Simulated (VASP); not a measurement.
Data:

```yaml
crystal:
  lattice:
    - [0.00000, 2.43891, 2.43891]
    - [2.43891, 0.00000, 2.43891]
    - [2.43891, 2.43891, 0.00000]
  atoms:
    - { symbol: Be, position: [0.00000, 0.00000, 0.00000] }
    - { symbol: S, position: [0.25000, 0.25000, 0.25000] }
```

Computed with PBE GGA, VASP's PBE PAW potentials (set 64) (plane waves; VASP). Run with 520 eV cut-off, Gaussian smearing of 0.050 eV, potentials Be S.

Task: Estimate the band gap (along the path) with the smallest direct gap where there is one.

Result: 
```json
{
 "band gap (along the path)": "3.15 eV",
 "smallest direct gap (along the path)": "5.62 eV"
}
```

The compound is BeS in the zinc blende structure. It was relaxed first.
